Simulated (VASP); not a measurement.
Data:

```
CELL_PARAMETERS angstrom
      3.39040     0.00000     0.00000
     -1.69520     2.93617     0.00000
      0.00000     0.00000     3.30886
ATOMIC_POSITIONS crystal
  Rh 0.00000 0.00000 0.00000
  Ge 0.66667 0.33333 0.50000
```

Computed with PBEsol GGA, VASP's PBE PAW potentials (set 64) (plane waves; VASP). Run with 400 eV cut-off, 11×11×10 Γ-centred mesh, first-order Methfessel-Paxton smearing of 0.10 eV, potentials Rh_pv Ge_d.

Energy and stress use the plane-wave basis of the starting cell.

### Question
The ions, cell shape and volume are relaxed. What does this cell relax into?

### Answer

```
CELL_PARAMETERS angstrom
      3.03609     0.00000     0.00000
     -1.51804     2.62933     0.00000
      0.00000     0.00000     3.63911
ATOMIC_POSITIONS crystal
  Rh 0.00000 0.00000 0.00000
  Ge 0.66667 0.33333 0.50000
```
Space group P-6m2 (187), at a tolerance of 0.03 Å.

### Question
How do energy and volume change from the first to the last step?

### Answer
The energy (σ→0) changes by -118.3 meV/atom and the volume by -11.8 %, in 30 ionic steps.

| step | E(σ→0) (eV) | max force (eV/Å) | pressure (GPa) | volume (Å³) |
|---|---|---|---|---|
| 1 | -13.7018 | 0.000 | -12.51 | 32.94 |
| 2 | -13.5473 | 0.000 | 28.43 | 27.18 |
| 3 | -13.8090 | 0.000 | -0.57 | 30.50 |
| 4 | -13.8091 | 0.000 | -0.17 | 30.43 |
| 5 | -13.8090 | 0.000 | 0.17 | 30.38 |
| 6 | -13.8094 | 0.000 | -0.33 | 30.44 |
| 7 | -13.8095 | 0.000 | -0.46 | 30.47 |
| 8 | -13.8096 | 0.000 | -0.84 | 30.52 |
| 9 | -13.8097 | 0.000 | -0.91 | 30.52 |
| 10 | -13.8099 | 0.000 | -0.98 | 30.51 |
| 11 | -13.8104 | 0.000 | -1.15 | 30.49 |
| 12 | -13.8129 | 0.000 | -1.19 | 30.45 |
| 13 | -13.8227 | 0.000 | -1.45 | 30.37 |
| 14 | -13.8577 | 0.000 | -2.40 | 30.17 |
| 15 | -13.9318 | 0.000 | -3.16 | 29.63 |
| 16 | -13.9324 | 0.000 | -2.99 | 29.48 |
| 17 | -13.9330 | 0.000 | -3.38 | 29.58 |
| 18 | -13.9334 | 0.000 | -3.20 | 29.54 |
| 19 | -13.9335 | 0.000 | -3.14 | 29.52 |
| 20 | -13.9341 | 0.000 | -2.79 | 29.49 |
| 21 | -13.9355 | 0.000 | -2.49 | 29.42 |
| 22 | -13.9374 | 0.000 | -1.34 | 29.26 |
| 23 | -13.9377 | 0.000 | 0.89 | 28.96 |
| 24 | -13.9382 | 0.000 | -0.14 | 29.09 |
| 25 | -13.9382 | 0.000 | -0.04 | 29.09 |

The structure was generated: GeRh was put into the WC type (P-6m2), which need not be its known phase. This run relaxes it. Symmetry was kept, so distortions that lower it aren't found. The electron count is odd and the run is not spin-polarised, which forces a metal.
